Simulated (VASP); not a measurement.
Here is a VASP 6.6.1 calculation.

Contents of INCAR:

```
  PREC = Normal
  ENCUT = 520
  EDIFF = 1E-4
  ISMEAR = 0
  SIGMA = 0.15
  LREAL = F
  LASPH = T
  NELM = 60
  ALGO = Fast
  ISIF = 3
  LWAVE = F
  LCHARG = F
  GGA = PE
  IBRION = 2
  NSW = 24
  EDIFFG = -0.08
```

Contents of KPOINTS:

```
Automatic mesh
0
Gamma
  6 6 6
```

Contents of POSCAR:

```
Si2B3
1.0
    1.8088590300      1.0443452500      5.5881758800
   -1.8088590300      1.0443452500      5.5881758800
    0.0000000000     -2.0886905000      5.5881758800
Si B
2 3
Direct
    0.0000000000      0.0000000000      0.0000000000
    0.5000000000      0.5000000000      0.5000000000
    0.0000000000      0.0000000000      0.5000000000
    0.5000000000      0.0000000000      0.0000000000
    0.0000000000      0.5000000000      0.0000000000
```

Potentials or basis: VASP PAW PBE potentials, release 64 (Si, B).

Command:

```bash
$ cat potpaw_PBE.64/Si/POTCAR potpaw_PBE.64/B/POTCAR > POTCAR
$ mpirun -np 1 vasp_std > vasp.out
```

Problem. What does it give for the band gap on the k mesh?

Solution. None (metal or under the smearing width).

Problem. Estimate the relaxed cell.

Solution. a = 4.451 Å, b = 4.451 Å, c = 4.451 Å, α = 55.07°, β = 55.07°, γ = 55.07°.

Problem. Estimate the relaxed volume.

Solution. 11.04 Å³/atom.

Problem. Predict the space group after relaxing (to 0.05 Å).

Solution. R-3m (No. 166).

Final structure:
```yaml
crystal:
  lattice:
    - [2.05747, 1.18788, 3.76341]
    - [-2.05747, 1.18788, 3.76341]
    - [0.00000, -2.37577, 3.76341]
  atoms:
    - { symbol: Si, position: [0.00000, 0.00000, 0.00000] }
    - { symbol: Si, position: [0.50000, 0.50000, 0.50000] }
    - { symbol: B, position: [0.00000, 0.00000, 0.50000] }
    - { symbol: B, position: [0.50000, 0.00000, 0.00000] }
    - { symbol: B, position: [0.00000, 0.50000, 0.00000] }
```
